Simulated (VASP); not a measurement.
A convergence study with VASP on TiSe2 (1T layered): a few settings are varied, all else stays as given below, so the limit is that of these other settings.

```
TiSe2
1.0
    1.77000    -3.06573     0.00000
    1.77000     3.06573     0.00000
    0.00000     0.00000     6.01000
Ti Se
1 2
Direct
  0.00000   0.00000   0.00000
  0.33333   0.66667   0.25500
  0.66667   0.33333   0.74500
```

Level of theory: PBE GGA, VASP's PBE PAW potentials (set 64) (plane waves; VASP 6.6.1). The last row used: 550 eV cut-off, 17×17×9 Γ-centred mesh, second-order Methfessel-Paxton smearing of 0.40 eV, potentials Ti_sv Se.

| setting | E (eV/atom) | pressure (GPa) | irreducible k-points |
|---|---|---|---|
| ISMEAR = -1, SIGMA = 0.01, 5×5×3 mesh | -6.0470 | 1.23 | 12 |
| ISMEAR = -1, SIGMA = 0.1, 5×5×3 mesh | -6.0473 | 1.37 | 12 |
| ISMEAR = 0, SIGMA = 0.01, 5×5×3 mesh | -6.0469 | 1.23 | 12 |
| ISMEAR = 0, SIGMA = 0.1, 5×5×3 mesh | -6.0471 | 1.25 | 12 |
| ISMEAR = 1, SIGMA = 0.01, 5×5×3 mesh | -6.0469 | 1.23 | 12 |
| ISMEAR = 1, SIGMA = 0.2, 5×5×3 mesh | -6.0469 | 1.26 | 12 |
| ISMEAR = 2, SIGMA = 0.05, 5×5×3 mesh | -6.0470 | 1.22 | 12 |
| ISMEAR = 2, SIGMA = 0.2, 5×5×3 mesh | -6.0467 | 1.23 | 12 |
| ISMEAR = -1, SIGMA = 0.01, 11×11×6 mesh | -6.0597 | 1.39 | 84 |
| ISMEAR = -1, SIGMA = 0.2, 11×11×6 mesh | -6.0563 | 1.47 | 84 |
| ISMEAR = 0, SIGMA = 0.01, 11×11×6 mesh | -6.0597 | 1.39 | 84 |
| ISMEAR = 0, SIGMA = 0.2, 11×11×6 mesh | -6.0595 | 1.38 | 84 |
| ISMEAR = 1, SIGMA = 0.01, 11×11×6 mesh | -6.0597 | 1.39 | 84 |
| ISMEAR = 1, SIGMA = 0.4, 11×11×6 mesh | -6.0596 | 1.33 | 84 |
| ISMEAR = 2, SIGMA = 0.05, 11×11×6 mesh | -6.0597 | 1.39 | 84 |
| ISMEAR = 2, SIGMA = 0.4, 11×11×6 mesh | -6.0598 | 1.35 | 84 |
| ISMEAR = -1, SIGMA = 0.05, 17×17×9 mesh | -6.0583 | 1.42 | 261 |
| ISMEAR = -1, SIGMA = 0.2, 17×17×9 mesh | -6.0558 | 1.48 | 261 |
| ISMEAR = 0, SIGMA = 0.05, 17×17×9 mesh | -6.0583 | 1.42 | 261 |
| ISMEAR = 0, SIGMA = 0.2, 17×17×9 mesh | -6.0582 | 1.41 | 261 |
| ISMEAR = 1, SIGMA = 0.05, 17×17×9 mesh | -6.0583 | 1.43 | 261 |
| ISMEAR = 1, SIGMA = 0.4, 17×17×9 mesh | -6.0584 | 1.35 | 261 |
| ISMEAR = 2, SIGMA = 0.1, 17×17×9 mesh | -6.0583 | 1.42 | 261 |
| ISMEAR = 2, SIGMA = 0.4, 17×17×9 mesh | -6.0584 | 1.39 | 261 |

Left out are rungs that failed or repeat a setting and relaxations that didn't move; long series are thinned to 24 rows.

The compound is TiSe2 in the 1T layered structure. The cell was not relaxed at this level.
